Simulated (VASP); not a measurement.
# Li4GeN2 (R-3m) in VASP: single point with PBE

Aim: the single point of Li4GeN2 with PBE.

All numbers are computed with VASP 6.6.1; they aren't measurements. Logs are shortened: lines on timing, memory, paths and dates and some standing lists are left out, and cuts for length are marked.

## (1) Starting point

The structure is trigonal, space group R-3m (No. 166). The conventional cell has a = 3.564 Å, b = 3.564 Å, c = 19.569 Å, α = 90.00°, β = 90.00°, γ = 120.00°. Li (site symmetry 3m) has 4 N at 2.04 to 2.17 Å and 3 Li at 2.31 Å as nearest neighbours. Li (site symmetry 3m) is surrounded by 3 N at 2.09 Å and 3 Li at 2.31 Å. Ge (site symmetry -3m) is surrounded by 2 N at 1.90 Å. Around N (site symmetry 3m) lie 1 Ge at 1.90 Å and 7 Li at 2.04 to 2.17 Å.

The cell was built by a generator and needn't be a form met in nature.

## (2) Single point, PBE

Contents of INCAR:

```
  PREC = Normal
  ENCUT = 520
  EDIFF = 1E-5
  ISMEAR = 0
  SIGMA = 0.15
  LREAL = Auto
  LASPH = T
  NELM = 80
  ALGO = Fast
  ISIF = 2
  LWAVE = F
  LCHARG = F
  GGA = PE
  NBANDS = 49
```

Contents of KPOINTS:

```
regular mesh
0
Gamma
  4 7 7
```

Contents of POSCAR:

```
Li4GeN2
1.0
    3.5641960000      2.0577900000     13.0463000000
   -1.7820980000      1.0288950000      6.5231500000
    0.0000000000     -2.0577900000      6.5231500000
Li Ge N
8 2 4
Direct
    0.1006565000      0.2013130000      0.2013130000
    0.6006565000      0.2013130000      0.2013130000
    0.3993435000      0.7986870000      0.7986870000
    0.8993435000      0.7986870000      0.7986870000
    0.2057775000      0.4115550000      0.4115550000
    0.7057775000      0.4115550000      0.4115550000
    0.2942225000      0.5884450000      0.5884450000
    0.7942225000      0.5884450000      0.5884450000
    0.5000000000      0.0000000000      0.0000000000
    0.0000000000      0.0000000000      0.0000000000
    0.4513720000      0.9027440000      0.9027440000
    0.9513720000      0.9027440000      0.9027440000
    0.0486280000      0.0972560000      0.0972560000
    0.5486280000      0.0972560000      0.0972560000
```

Potentials or basis: VASP PAW PBE potentials, release 64 (Li_sv, Ge_d, N).

The run is started by

```bash
> cat potpaw_PBE.64/Li_sv/POTCAR potpaw_PBE.64/Ge_d/POTCAR potpaw_PBE.64/N/POTCAR > POTCAR
> mpirun -np 1 vasp_std > vasp.out
```

OUTCAR:

```text
PREC = Normal
   ENCUT = 520
   EDIFF = 1E-5
   ISMEAR = 0
   LREAL = Auto
   LASPH = T
   NELM = 80
   ISIF = 2
   GGA = PE

 ion  position               nearest neighbor table
   1  0.101  0.201  0.201-  13 2.04  11 2.17  12 2.17  12 2.17   7 2.31   8 2.31   7 2.31   3 2.46
                             4 2.46   4 2.46
   2  0.601  0.201  0.201-  14 2.04  12 2.17  11 2.17  11 2.17   7 2.31   8 2.31   8 2.31   4 2.46
                             3 2.46   3 2.46
   3  0.399  0.799  0.799-  11 2.04  13 2.17  14 2.17  14 2.17   5 2.31   6 2.31   5 2.31   2 2.46
                             1 2.46   2 2.46
   4  0.899  0.799  0.799-  12 2.04  14 2.17  13 2.17  13 2.17   5 2.31   6 2.31   6 2.31   1 2.46
                             2 2.46   1 2.46
   5  0.206  0.412  0.412-  14 2.09  13 2.09  13 2.09   3 2.31   4 2.31   3 2.31   9 2.56  10 2.56
                            10 2.56
   6  0.706  0.412  0.412-  14 2.09  13 2.09  14 2.09   3 2.31   4 2.31   4 2.31   9 2.56  10 2.56
                             9 2.56
   7  0.294  0.588  0.588-  12 2.09  11 2.09  11 2.09   1 2.31   2 2.31   1 2.31  10 2.56   9 2.56
                             9 2.56
   8  0.794  0.588  0.588-  12 2.09  11 2.09  12 2.09   1 2.31   2 2.31   2 2.31  10 2.56   9 2.56
                            10 2.56
   9  0.500  0.000  0.000-  11 1.90  14 1.90   6 2.56   8 2.56   5 2.56   7 2.56   6 2.56   7 2.56
[... 7 lines left out ...]
  13  0.049  0.097  0.097-  10 1.90   1 2.04   5 2.09   6 2.09   5 2.09   4 2.17   3 2.17   4 2.17

  14  0.549  0.097  0.097-   9 1.90   2 2.04   5 2.09   6 2.09   6 2.09   3 2.17   4 2.17   3 2.17

  LATTYP: Found a base centered monoclinic cell.
 ALAT       =    13.2075903136
 B/A-ratio  =     0.2698597200
 C/A-ratio  =     0.4674106914
 COS(beta)  =    -0.1558035638

  Lattice vectors:

 A1 = (  -1.7820980000,   1.0288950000,   6.5231500000)
 A2 = (   0.0000000000,  -2.0577900000,   6.5231500000)
 A3 = (   5.3462940000,   3.0866850000,   0.0000000000)

Analysis of symmetry for initial positions (statically):
=====================================================================
 Subroutine PRICEL returns following result:

  LATTYP: Found a trigonal (rhomboedric) cell.
 ALAT       =     6.8400280793
 COS(alpha) =     0.8642382157

  Lattice vectors:

 A1 = (   1.7820980000,   1.0288950000,   6.5231500000)
 A2 = (  -1.7820980000,   1.0288950000,   6.5231500000)
 A3 = (   0.0000000000,  -2.0577900000,   6.5231500000)

   2 primitive cells build up your supercell.

 Routine SETGRP: Setting up the symmetry group for a
 base centered monoclinic supercell.

 Subroutine GETGRP returns: Found  4 space group operations
 (whereof  4 operations were pure point group operations)
[... 156 lines left out ...]
     AMIX     =   0.40;   BMIX     =  1.00
     AMIX_MAG =   1.60;   BMIX_MAG =  1.00
  volume/ion in A,a.u.               =      10.25        69.18
  Fermi-wavevector in a.u.,A,eV,Ry     =   1.300784  2.458126 23.021595  1.692039
  Thomas-Fermi vector in A             =   2.431961
   LORBIT       =      0    0 simple, 1 ext, 2 COOP (PROOUT), +10 PAW based schemes
   GGA     = PE    functional components
   LHFCALC =     F    Hartree Fock is set to
   AEXX    =    0.0000 exact exchange contribution
   IVDW    =     0    specifies the selected vdW correction
   LEPSILON=     F    determine dielectric tensor
   LRPA    =     F    only Hartree local field effects (RPA)
 non-spin polarized calculation
 RMM-DIIS sequential band-by-band and
 Gauss-broadening in eV      SIGMA  =   0.15
  energy-cutoff  :      520.00
  volume of cell :      143.53
 maximum number of plane-waves:      3915
   NGX = 51   NGY = 25   NGZ = 25

 number of electron      72.0000056 magnetization

 Free energy of the ion-electron system (eV)
  ---------------------------------------------------
  ext. energy  EPLUGINS =         0.00000000
  ---------------------------------------------------
  free energy    TOTEN  =       -61.70603797 eV

  energy without entropy =      -61.69930122  energy(sigma->0) =      -61.70266959

 E-fermi :   4.4021     XC(G=0): -10.0722

 val. band max:        4.3644516024   @ k =   0.0000   0.4286   0.4286
 cond. band min:       4.4590997951   @ k =   0.5000   0.4286   0.1429
 fundamental gap:      0.0946481927
 Fermi energy:         4.4021010241

 k-point     1 :       0.0000    0.0000    0.0000
  band No.  band energies     occupation
      1     -41.0604      2.00000
      2     -41.0043      2.00000
      3     -40.9816      2.00000
      4     -40.9680      2.00000
      5     -40.9278      2.00000
      6     -40.9121      2.00000
[... 1213 lines left out ...]
     47      12.7502      0.00000
     48      12.9234      0.00000

 [... further k-points ...]

 [bands above 48 left out]

------------------------ aborting loop because EDIFF is reached ----------------------------------------

  FORCE on cell =-STRESS in cart. coord.  units (eV):
  Direction    XX          YY          ZZ          XY          YZ          ZX
  --------------------------------------------------------------------------------------
  -------------------------------------------------------------------------------------
  Total       -0.1849186     -0.1863223      0.0507078      0.0012156     -0.0050722     -0.0087853
  in kB       -2.0641911     -2.0798606      0.5660359      0.0135693     -0.0566197     -0.0980678
  external PRESSURE =      -1.1926719 kB  Pullay stress =       0.0000000 kB

 VOLUME and BASIS-vectors are now :
 -----------------------------------------------------------------------------
  energy-cutoff  :      520.00
  volume of cell :      143.53
      direct lattice vectors                 reciprocal lattice vectors
     3.564196000  2.057790000 13.046300000     0.140284092  0.080993039  0.025550028
    -1.782098000  1.028895000  6.523150000    -0.280568184  0.161986079  0.051100056
     0.000000000 -2.057790000  6.523150000     0.000000000 -0.323972158  0.051100056

 POSITION                                       TOTAL-FORCE (eV/Angst)
 -----------------------------------------------------------------------------------
      0.00000      0.00000      3.93958        -0.000344     -0.000199      0.026059
      1.78210      1.02890     10.46273        -0.000344     -0.000199      0.026059
      0.00000      0.00000     15.62987         0.000344      0.000199     -0.026059
      1.78210      1.02889     22.15302         0.000344      0.000199     -0.026059
      0.00000      0.00000      8.05390        -0.000211     -0.000122     -0.011449
      1.78210      1.02889     14.57705        -0.000211     -0.000122     -0.011449
     -0.00000     -0.00000     11.51555         0.000211      0.000122      0.011449
      1.78210      1.02890     18.03870         0.000211      0.000122      0.011449
      1.78210      1.02889      6.52315        -0.000000      0.000000     -0.000000
      0.00000      0.00000      0.00000        -0.000000      0.000000     -0.000000
      0.00000      0.00000     17.66620         0.001190      0.000687     -0.004698
      1.78210      1.02889     24.18935         0.001190      0.000687     -0.004698
      0.00000      0.00000      1.90325        -0.001190     -0.000687      0.004698
      1.78210      1.02889      8.42640        -0.001190     -0.000687      0.004698
 -----------------------------------------------------------------------------------
    total drift:                                0.000000     -0.000000      0.000000

  FREE ENERGIE OF THE ION-ELECTRON SYSTEM (eV)
  ---------------------------------------------------
  free  energy   TOTEN  =       -61.7060379672 eV

  energy  without entropy=      -61.6993012175  energy(sigma->0) =      -61.70266959
```

Wall time 81 min (1 thread of Intel Xeon Platinum 8259CL at 2.50GHz (Skylake/Cascade Lake), shared host); peak memory 0.54 GiB.

Results:

| Quantity | Value |
| --- | --- |
| Free energy | -61.7060 eV |
| Largest force | 0.026 eV/Å |
| Band gap on the k mesh | 0.09 eV |

Forces on the atoms (eV/Å):
```
Li   0.000  0.000  0.026
Li   0.000  0.000  0.026
Li   0.000  0.000 -0.026
Li   0.000  0.000 -0.026
Li   0.000  0.000 -0.011
Li   0.000  0.000 -0.011
Li   0.000  0.000  0.011
Li   0.000  0.000  0.011
Ge   0.000  0.000  0.000
Ge   0.000  0.000  0.000
N    0.001  0.001 -0.005
N    0.001  0.001 -0.005
N   -0.001 -0.001  0.005
N   -0.001 -0.001  0.005
```

Levels at points of the mesh, in eV from the valence-band top:
```
           k point  band 33  band 34  band 35  band 36  band 37  band 38  band 39  band 40
(0.00, 0.00, 0.00)    -1.74    -1.74    -1.41    -1.27     0.50     3.14     4.37     4.65
(0.50, 0.00, 0.00)    -2.23    -2.23    -0.52    -0.52     1.11     1.11     3.70     3.70
```

Caveat: the cutoff is under 1.25 times the usual one of these potentials, so pressure, stress and relaxed cells hold a basis-set (Pulay) error; an odd mesh through Γ misses points on the zone boundary, where band edges often lie. PBE gaps usually lie below the measured ones, often by a third to a half.
